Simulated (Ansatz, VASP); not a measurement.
**SiGe (amorphous Si0.5Ge0.5) in two plane-wave programs**

Aim: how closely do two programs agree when they are given the same cell, functional and k mesh? Of the first pair: The structure shown is the start of the Ansatz relaxation below; VASP solves that cell, so the two are compared at the walk's first step.

Program: Ansatz 0.2.0. Level of theory: plane waves, with VASP 6.6.1 beside it; single point at PBE. Results are calculated unless marked as measured.

**1. The starting structure**

The cell holds 72 atoms: 36 Si and 36 Ge. Cell: a = 11.679 Å, b = 11.679 Å, c = 11.679 Å, α = 90.0°, β = 90.0°, γ = 90.0°. As first built, before any earlier steps moved the atoms (in the runner's words): 72 atoms (36 Si, 36 Ge) placed at random at 3.78 g/cm^3, melted at 3500 K for 10 ps at fixed volume with the Tersoff potential (Tersoff, Phys. Rev. B 39, 5566 (1989)). Quenched from 3500 K to 300 K at 20 K/ps and fixed volume, annealed at 800 K for 20 ps, held 5 ps, then minimised at fixed cell.

**2. Ansatz: relaxation, PBE**

Ansatz runs on its default PAW (the set named soft_2) files.

The two programs are compared at the cell with which this relaxation starts, whose forces are those of its first step.

File input.yaml:

```yaml
crystal:
  lattice:
    - [11.6787, 0.0, 0.0]
    - [0.0, 11.6787, 0.0]
    - [0.0, 0.0, 11.6787]
  atoms:
    - { symbol: Si, position: [0.01354, 0.38361, 0.58753] }
    - { symbol: Si, position: [0.35753, 0.05133, 0.94584] }
    - { symbol: Si, position: [0.67482, 0.1183, 0.31924] }
    - { symbol: Si, position: [0.11459, 0.77685, 0.30202] }
    - { symbol: Si, position: [0.13662, 0.55763, 0.05737] }
    - { symbol: Si, position: [0.06253, 0.75754, 0.75629] }
    - { symbol: Si, position: [0.07356, 0.83161, 0.95043] }
    - { symbol: Si, position: [0.60169, 0.94036, 0.38326] }
    - { symbol: Si, position: [0.45373, 0.94072, 0.80472] }
    - { symbol: Si, position: [0.20376, 0.34927, 0.67759] }
    - { symbol: Si, position: [0.88123, 0.76496, 0.9926] }
    - { symbol: Si, position: [0.79254, 0.56578, 0.54467] }
    - { symbol: Si, position: [0.20897, 0.31361, 0.88279] }
    - { symbol: Si, position: [0.27823, 0.59406, 0.47059] }
    - { symbol: Si, position: [0.58846, 0.19404, 0.62484] }
    - { symbol: Si, position: [0.93731, 0.59622, 0.08769] }
    - { symbol: Si, position: [0.88288, 0.64658, 0.72053] }
    - { symbol: Si, position: [0.3029, 0.05568, 0.28205] }
    - { symbol: Si, position: [0.40778, 0.75619, 0.90905] }
    - { symbol: Si, position: [0.73494, 0.74614, 0.8344] }
    - { symbol: Si, position: [0.8208, 0.37408, 0.46698] }
    - { symbol: Si, position: [0.24996, 0.66961, 0.78806] }
    - { symbol: Si, position: [0.4619, 0.55748, 0.38807] }
    - { symbol: Si, position: [0.08348, 0.88095, 0.59865] }
    - { symbol: Si, position: [0.07086, 0.15448, 0.86547] }
    - { symbol: Si, position: [0.68157, 0.78711, 0.27431] }
    - { symbol: Si, position: [0.24139, 0.80204, 0.47697] }
    - { symbol: Si, position: [0.11064, 0.48194, 0.41742] }
    - { symbol: Si, position: [0.63563, 0.27349, 0.44417] }
    - { symbol: Si, position: [0.13107, 0.50936, 0.86431] }
    - { symbol: Si, position: [0.58932, 0.13962, 0.13675] }
    - { symbol: Si, position: [0.90382, 0.1914, 0.98844] }
    - { symbol: Si, position: [0.39577, 0.78996, 0.10837] }
    - { symbol: Si, position: [0.95049, 0.46294, 0.77302] }
    - { symbol: Si, position: [0.98402, 0.22882, 0.19176] }
    - { symbol: Si, position: [0.15714, 0.01511, 0.97906] }
    - { symbol: Ge, position: [0.59106, 0.58372, 0.55567] }
    - { symbol: Ge, position: [0.83212, 0.69547, 0.3938] }
    - { symbol: Ge, position: [0.25549, 0.38647, 0.09215] }
    - { symbol: Ge, position: [0.29835, 0.23498, 0.37736] }
    - { symbol: Ge, position: [0.47315, 0.35415, 0.34057] }
    - { symbol: Ge, position: [0.81061, 0.8865, 0.13936] }
    - { symbol: Ge, position: [0.31463, 0.51868, 0.66096] }
    - { symbol: Ge, position: [0.58897, 0.31202, 0.79489] }
    - { symbol: Ge, position: [0.47937, 0.33843, 0.11772] }
    - { symbol: Ge, position: [0.88202, 0.11881, 0.34353] }
    - { symbol: Ge, position: [0.98661, 0.60124, 0.2946] }
    - { symbol: Ge, position: [0.25806, 0.17993, 0.57964] }
    - { symbol: Ge, position: [0.74229, 0.05338, 0.02094] }
    - { symbol: Ge, position: [0.67162, 0.95827, 0.83736] }
    - { symbol: Ge, position: [0.88161, 0.40213, 0.26377] }
    - { symbol: Ge, position: [0.91397, 0.1802, 0.55336] }
    - { symbol: Ge, position: [0.7187, 0.91095, 0.54745] }
    - { symbol: Ge, position: [0.19301, 0.7476, 0.11177] }
    - { symbol: Ge, position: [0.11873, 0.05695, 0.17978] }
    - { symbol: Ge, position: [0.51553, 0.49752, 0.72993] }
    - { symbol: Ge, position: [0.56529, 0.62635, 0.8892] }
    - { symbol: Ge, position: [0.78513, 0.45697, 0.07463] }
    - { symbol: Ge, position: [0.74921, 0.0773, 0.66738] }
    - { symbol: Ge, position: [0.52644, 0.66554, 0.21766] }
    - { symbol: Ge, position: [0.96952, 0.93285, 0.27567] }
    - { symbol: Ge, position: [0.39642, 0.94933, 0.43781] }
    - { symbol: Ge, position: [0.91522, 0.86838, 0.47601] }
    - { symbol: Ge, position: [0.37579, 0.79642, 0.65386] }
    - { symbol: Ge, position: [0.80574, 0.35104, 0.89002] }
    - { symbol: Ge, position: [0.08086, 0.08637, 0.65488] }
    - { symbol: Ge, position: [0.41477, 0.2525, 0.92372] }
    - { symbol: Ge, position: [0.60219, 0.76985, 0.65324] }
    - { symbol: Ge, position: [0.42807, 0.06238, 0.62433] }
    - { symbol: Ge, position: [0.42982, 0.99975, 0.13054] }
    - { symbol: Ge, position: [0.15115, 0.33572, 0.27096] }
    - { symbol: Ge, position: [0.58741, 0.52159, 0.07503] }
kpoints:
  mp_grid: { grid: [1, 1, 1] }
hamiltonian:
  xc: pbe
scf:
  occupations: { method: fermi_dirac, width: 0.025 }
output:
  forces: true
relax:
  f_tol: 0.04
  max_steps: 250
  cell: {}
```

Command:

```console
> ansatz run input.yaml --threads 4 --pin off --max-ram 8192MiB --backend cpu --events-out ev --progress --plain --runs-dir out
```

Numbers of over 12 decimals in the logs are rounded to 6 here.

The log of the run:

```text
Engine: ansatz 0.2.0, aarch64-unknown-linux-gnu
Pseudopotentials: kind: paw
Pseudopotential: Si, paw, valence charge 4, recommended cutoff 420 eV (normal), Si.paw.azcp
Pseudopotential: Ge, paw, valence charge 14, recommended cutoff 420 eV (normal), Ge.paw.azcp
Functional definition: PBE
  parameter kappa = 0.804
  parameter beta = 0.066725
  exchange = pbe_x(kappa = kappa, mu = beta*pi^2/3)
  correlation = pbe_c(beta = beta)
Crystal: 72 atoms, lattice volume = 1592.882 Å³
Basis set: ecut = 420 eV, 31103 PW (Γ), exchange–correlation on 160×160×160 points (8 copies of the dense FFT grid, shifted against one another)
Bands: 396, of which v1, the nominal top of the filled ones, is band 324 counted from 1 (323 counted from 0)
Symmetry: 1 space group operations
Space group: P1 (ITA 1), of the structure as read, at distance tolerance 1.2e-4 Å
k-points: 1
Non-local potential: Si, projectors of the file, l = 0: 2, l = 1: 2, l = 2: 2
Non-local potential: Ge, projectors of the file, l = 0: 2, l = 1: 2, l = 2: 3, l = 3: 1
PAW form: soft (Blöchl's): semilocal exchange-correlation on the pseudo side does not see the compensation charge
PAW one-centre angular grid: Si, 110 points (default); XC on 64 Gauss nodes
PAW one-centre angular grid: Ge, 590 points (default); XC on 64 Gauss nodes
Initial density: superposition of atomic densities (neutral atoms: chi_scale 0, normalization atom), corrected by the library's trained network
Initial wavefunctions: pseudopotential atomic-orbital guess
Functional: x = pbe(κ = 0.804, μ = 0.219515), c = pbe(β = 0.066725)
SCF iter   1: F=—  HF=-177488.477597 eV  |F-HF|=—  |Δ(HF+E_count)|=         —  Δρ=4.05e-3  dr2=1.07e0  ethr=1.77e-3  ⟨swp⟩=6.0  Hψ=1522  notcnv=0  defer=1
preconditioner: auto → LDOS  [insulator: Δε(μ)=0.061 eV  Ē_g=7.526 eV  σ=0.025 eV  W_gap=0.55  n_scr=364 (ndim 8)  ℏωp=15.8 eV  f_vac=0.026  D(μ)=28.64/eV (n_scr^D=170)  ε∞_Penn≈5.4  β→1.0]
SCF iter   2: F=—  HF=-177488.376864 eV  |F-HF|=—  |Δ(HF+E_count)|=   1.01e-1  Δρ=2.32e-3  dr2=3.30e-1  ethr=1.65e-4  ⟨swp⟩=3.0  Hψ=568  notcnv=0  defer=60
SCF iter   3: F=—  HF=-177488.321901 eV  |F-HF|=—  |Δ(HF+E_count)|=   5.50e-2  Δρ=7.37e-4  dr2=4.41e-2  ethr=5.09e-5  ⟨swp⟩=3.0  Hψ=528  notcnv=0  defer=60
SCF iter   4: F=—  HF=-177488.316984 eV  |F-HF|=—  |Δ(HF+E_count)|=   4.92e-3  Δρ=2.97e-4  dr2=4.65e-3  ethr=6.80e-6  ⟨swp⟩=2.0  Hψ=516  notcnv=0  defer=60
SCF iter   5: F=—  HF=-177488.316475 eV  |F-HF|=—  |Δ(HF+E_count)|=   5.09e-4  Δρ=1.23e-4  dr2=8.29e-4  ethr=7.17e-7  ⟨swp⟩=2.0  Hψ=661  notcnv=0  defer=60
SCF iter   6: F=—  HF=-177488.316406 eV  |F-HF|=—  |Δ(HF+E_count)|=   6.88e-5  Δρ=5.23e-5  dr2=1.47e-4  ethr=1.28e-7  ⟨swp⟩=2.0  Hψ=660  notcnv=0  defer=60
SCF iter   7: F=—  HF=-177488.316408 eV  |F-HF|=—  |Δ(HF+E_count)|=   2.17e-6  Δρ=2.37e-5  dr2=2.93e-5  ethr=2.27e-8  ⟨swp⟩=2.0  Hψ=570  notcnv=0  defer=60
SCF iter   8: F=—  HF=-177488.316337 eV  |F-HF|=—  |Δ(HF+E_count)|=   7.08e-5  Δρ=1.06e-5  dr2=4.94e-6  ethr=4.52e-9  ⟨swp⟩=2.0  Hψ=626  notcnv=0  defer=60
SCF iter   9: F=—  HF=-177488.316337 eV  |F-HF|=—  |Δ(HF+E_count)|=   3.85e-7  Δρ=5.08e-6  dr2=1.04e-6  ethr=7.63e-10  ⟨swp⟩=2.0  Hψ=578  notcnv=0  defer=60
SCF iter  10: F=—  HF=-177488.316337 eV  |F-HF|=—  |Δ(HF+E_count)|=   7.23e-8  Δρ=2.42e-6  dr2=2.56e-7  ethr=1.61e-10  ⟨swp⟩=2.0  Hψ=570  notcnv=0  defer=60
SCF iter  11: F=-177488.316337 eV  HF=-177488.316337 eV  |F-HF|=5.55e-8  |Δ(HF+E_count)|=   1.97e-8  Δρ=1.25e-6  dr2=7.06e-8  ethr=1.54e-11  ⟨swp⟩=4.0  Hψ=1120  notcnv=0
SCF 1 converged in 11 iterations: F = -177488.316337 eV  dr2 = 7.06e-8
  greatest PAW one-centre occupation: 0.998 electrons in one spin orbital (limit 2), on the Ge atom at site 63 (counted from 0), in its partial waves of l = 2
relax step   1: F+E_penalty+E_count = -177488.31633689 eV  Δ(F+E_penalty+E_count) = +0.000e0 eV  max|allowed force component| = 8.113e-1 eV/Å  Δτ_max = 0.0000 Å  P = -0.233 GPa  Ω = 1592.882 Å³  (11 SCF iters, dr2 threshold 1.00e-7 eV, accepted)
Crystal: 72 atoms, lattice volume = 1592.564 Å³
Basis set: ecut = 420 eV, 31117 PW (Γ), exchange–correlation on 160×160×160 points (8 copies of the dense FFT grid, shifted against one another)
Initial density: handed on by an earlier stage of this run
Initial wavefunctions: those handed on with the density
iter 1 solved again at ethr=1.05e-4 eV; its pass at ethr=3.10e-3 eV (dr2=6.80e-1 eV) is discarded
SCF iter   1: F=—  HF=-177490.491496 eV  |F-HF|=—  |Δ(HF+E_count)|=         —  Δρ=6.40e-3  dr2=6.82e-1  ethr=1.05e-4  ⟨swp⟩=6.0  Hψ=2128  notcnv=0
preconditioner: auto → LDOS  [insulator: Δε(μ)=0.113 eV  Ē_g=7.537 eV  σ=0.025 eV  W_gap=0.81  n_scr=350 (ndim 8)  ℏωp=15.8 eV  f_vac=0.028  D(μ)=13.83/eV (n_scr^D=56)  ε∞_Penn≈5.4  β→1.0]
SCF iter   2: F=—  HF=-177490.456813 eV  |F-HF|=—  |Δ(HF+E_count)|=   3.47e-2  Δρ=1.79e-3  dr2=1.96e-1  ethr=1.05e-4  ⟨swp⟩=4.0  Hψ=683  notcnv=0
[...]
atom  32  Si    -0.00045474     0.00471802     0.00304454
  atom  33  Si    -0.00398552     0.00087169    -0.00027160
  atom  34  Si    -0.00106864     0.00106540    -0.00281207
  atom  35  Si     0.00245126    -0.00324748    -0.00759557
  atom  36  Si     0.00081120    -0.00089084     0.00037524
  atom  37  Ge    -0.00613568    -0.00430139    -0.00075679
  atom  38  Ge     0.00030757    -0.00009095     0.00179106
  atom  39  Ge    -0.00873205     0.00380097    -0.00321617
  atom  40  Ge     0.00400944    -0.00244843    -0.00195875
  atom  41  Ge     0.00009396    -0.00166385     0.00568640
  atom  42  Ge    -0.00578476     0.00560638     0.00213701
  atom  43  Ge     0.00250899    -0.00128247    -0.00228455
  atom  44  Ge     0.00357334    -0.00120962    -0.00505377
  atom  45  Ge    -0.00818395     0.00775433    -0.00352146
  atom  46  Ge    -0.00085456     0.00210515     0.00142776
  atom  47  Ge     0.00365992     0.00238336    -0.00279260
  atom  48  Ge    -0.00018525     0.00297506     0.00430326
  atom  49  Ge     0.00770122    -0.00388908     0.00290860
  atom  50  Ge    -0.00272965     0.00345525     0.00689529
  atom  51  Ge    -0.00534119     0.00052473    -0.00075510
  atom  52  Ge     0.00284436    -0.00715079     0.00414985
  atom  53  Ge    -0.00137024     0.00313033    -0.00890589
  atom  54  Ge     0.00155621     0.00699779    -0.00179880
  atom  55  Ge    -0.00106641     0.00551284     0.00099920
[...]
atom  65  Ge    -0.00242329    -0.00139626     0.00200724
  atom  66  Ge     0.00001195    -0.00089573    -0.00098626
  atom  67  Ge    -0.00283167     0.00011324     0.00028128
  atom  68  Ge     0.00385750    -0.00593313    -0.00627767
  atom  69  Ge     0.00360218     0.00986312    -0.00971183
  atom  70  Ge     0.00128133     0.00109647     0.00338457
  atom  71  Ge     0.00062547    -0.00134969    -0.00220785
  atom  72  Ge    -0.00149101     0.00131995     0.00233947
  max |Σ_I F_I| component: 1.14e-6 eV/Å
--- Stress (GPa, compression-positive) ---
        0.003475      -0.000611       0.008066
       -0.000611       0.016919      -0.001888
        0.008066      -0.001888       0.015652
  P = ⅓ Tr σ = 0.0120 GPa (0.120 kbar)
--- Relaxed structure (17 steps of the walk, 16 accepted, 1 SCFs on fresh bases) ---
  F+E_penalty+E_count = -177491.52397938 eV   max|allowed force component| = 1.329e-2 eV/Å   (the final SCF, on the basis selected at the relaxed cell)
  cell:  # Å, volume = 1587.2479 Å³
    - [11.377262, -0.321063, -0.260766]
    - [-0.321063, 11.818424, -0.098922]
    - [-0.260766, -0.098922, 11.820485]
  atoms:
    - { symbol: Si, position: [0.022900, 0.394311, 0.598268] }
    - { symbol: Si, position: [0.360184, 0.047880, 0.941525] }
    - { symbol: Si, position: [0.678756, 0.118483, 0.327703] }
    - { symbol: Si, position: [0.107059, 0.782134, 0.286841] }
    - { symbol: Si, position: [0.127961, 0.556534, 0.065606] }
    - { symbol: Si, position: [0.071381, 0.748273, 0.752054] }
    - { symbol: Si, position: [0.067882, 0.834016, 0.939887] }
    - { symbol: Si, position: [0.602224, 0.936472, 0.377560] }
    - { symbol: Si, position: [0.466466, 0.922740, 0.836073] }
    - { symbol: Si, position: [0.216967, 0.349390, 0.665960] }
    - { symbol: Si, position: [0.884758, 0.761373, 1.005886] }
    - { symbol: Si, position: [0.795215, 0.566061, 0.547156] }
    - { symbol: Si, position: [0.207507, 0.312169, 0.859076] }
    - { symbol: Si, position: [0.273615, 0.599990, 0.469211] }
    - { symbol: Si, position: [0.589872, 0.180352, 0.633200] }
    - { symbol: Si, position: [0.934360, 0.591750, 0.098221] }
    - { symbol: Si, position: [0.882418, 0.643717, 0.724737] }
    - { symbol: Si, position: [0.298654, 0.052729, 0.259886] }
    - { symbol: Si, position: [0.408057, 0.742095, 0.909358] }
    - { symbol: Si, position: [0.748518, 0.743227, 0.844939] }
    - { symbol: Si, position: [0.811792, 0.370080, 0.473042] }
    - { symbol: Si, position: [0.239590, 0.644570, 0.799857] }
    - { symbol: Si, position: [0.449580, 0.552277, 0.383691] }
    - { symbol: Si, position: [0.095035, 0.868667, 0.595196] }
[...]
- { symbol: Si, position: [0.627219, 0.262862, 0.454848] }
    - { symbol: Si, position: [0.130848, 0.491588, 0.883125] }
    - { symbol: Si, position: [0.607414, 0.141366, 0.140387] }
    - { symbol: Si, position: [0.906735, 0.196301, 0.979284] }
    - { symbol: Si, position: [0.395329, 0.793237, 0.104710] }
    - { symbol: Si, position: [0.948195, 0.463762, 0.778968] }
    - { symbol: Si, position: [0.993973, 0.224412, 0.178536] }
    - { symbol: Si, position: [0.154273, 0.015963, 0.961643] }
    - { symbol: Ge, position: [0.590340, 0.590714, 0.553988] }
    - { symbol: Ge, position: [0.819992, 0.691860, 0.393805] }
    - { symbol: Ge, position: [0.289004, 0.469888, 0.168737] }
    - { symbol: Ge, position: [0.288020, 0.224996, 0.368822] }
    - { symbol: Ge, position: [0.469887, 0.349374, 0.340012] }
    - { symbol: Ge, position: [0.802621, 0.881287, 0.143204] }
    - { symbol: Ge, position: [0.317198, 0.531040, 0.656721] }
    - { symbol: Ge, position: [0.574075, 0.307986, 0.794997] }
    - { symbol: Ge, position: [0.498713, 0.325803, 0.120165] }
    - { symbol: Ge, position: [0.895251, 0.125991, 0.343453] }
    - { symbol: Ge, position: [0.980388, 0.609844, 0.299738] }
    - { symbol: Ge, position: [0.257482, 0.180127, 0.569568] }
    - { symbol: Ge, position: [0.753638, 0.051845, 0.028106] }
    - { symbol: Ge, position: [0.686048, 0.950853, 0.846221] }
    - { symbol: Ge, position: [0.889236, 0.388176, 0.268420] }
    - { symbol: Ge, position: [0.921311, 0.196953, 0.552550] }
    - { symbol: Ge, position: [0.729048, 0.928680, 0.548847] }
    - { symbol: Ge, position: [0.184881, 0.757072, 0.098010] }
    - { symbol: Ge, position: [0.105996, 0.045000, 0.163767] }
    - { symbol: Ge, position: [0.518523, 0.495312, 0.723724] }
    - { symbol: Ge, position: [0.571989, 0.624802, 0.886567] }
    - { symbol: Ge, position: [0.780924, 0.444427, 0.080637] }
    - { symbol: Ge, position: [0.761646, 0.083803, 0.687378] }
    - { symbol: Ge, position: [0.507580, 0.658587, 0.216430] }
[...]
- { symbol: Ge, position: [0.795350, 0.348484, 0.890204] }
    - { symbol: Ge, position: [0.085092, 0.077137, 0.655254] }
    - { symbol: Ge, position: [0.400976, 0.252870, 0.929858] }
    - { symbol: Ge, position: [0.587335, 0.787996, 0.629633] }
    - { symbol: Ge, position: [0.421932, 0.051604, 0.591406] }
    - { symbol: Ge, position: [0.439036, 1.003423, 0.123649] }
    - { symbol: Ge, position: [0.146339, 0.352617, 0.280224] }
    - { symbol: Ge, position: [0.587858, 0.524341, 0.074759] }
```

In the SCF lines HF is the Harris–Foulkes energy and dr2 the Hartree energy of the density residual, in eV; the loop may stop once dr2 is under the threshold and the program's other checks hold. Hψ counts applications of the Hamiltonian.

(Part 1 of 3 ends here.)

[Lines on the potential files, build, host, timing and source positions are cut from VASP's logs without a mark.]

[Logs are printed without paths, hosts, clocks, repeated set-up lines and the standing remarks that a program may print on its own settings, such as how far it seeks lower states.]

[Hosts, paths, dates, database ids (printed as entryN), source tags and the programs' standing remarks are cut or masked in the printed files.]
